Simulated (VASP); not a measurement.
Consider the following.

```
CELL_PARAMETERS angstrom
      2.24000    -3.12000     0.00000
      2.24000     3.12000     0.00000
      0.00000     0.00000     8.26000
ATOMIC_POSITIONS crystal
  Cl 0.88859 0.86620 0.89153
  Cl 0.61567 0.62196 0.40214
  Cl 0.38501 0.36932 0.59983
  Cl 0.11074 0.14253 0.10650
```

All values below come from PBE GGA, VASP's PBE PAW potentials (set 64) (plane waves; VASP). Numerical set-up: 150 eV cut-off, 4×4×4 Γ-centred mesh, Fermi-Dirac smearing of 0.14 eV, potentials Cl.

At this cut-off the stress carries a Pulay error, which pulls relaxed volumes low.  Energy and stress use the plane-wave basis of the starting cell.

Task: The ions, cell shape and volume are relaxed. Give the cell that the relaxation ends in.

Result: 
```
CELL_PARAMETERS angstrom
      1.88490    -2.61464    -0.00143
      1.88458     2.61437    -0.00140
      0.00563    -0.00007     7.27875
ATOMIC_POSITIONS crystal
  Cl 0.84767 0.84877 0.88595
  Cl 0.65247 0.65131 0.38609
  Cl 0.34796 0.34716 0.61400
  Cl 0.15190 0.15276 0.11396
```
Space group Cmce (64), at a tolerance of 0.03 Å.

Task: How do energy and volume change from the first to the last step?

Result: The energy (σ→0) changes by -1611.5 meV/atom and the volume by -37.9 %, in 32 ionic steps.

The structure is a typed Cl crystal. In the starting cell atoms are displaced from their ideal sites. This run relaxes it. The k-mesh is coarse (spacing up to 0.51 per Å, 2π included), so the numbers may not be converged in it. The run is one of a series of settings (EDIFFG = -0.01, ENCUT = 150, IBRION = 2, ISIF = 3, ISMEAR = -1, NSW = 50, SIGMA = 0.136, KPOINTS 4×4×4 Γ-centred mesh against the base run), some of them coarse on purpose.
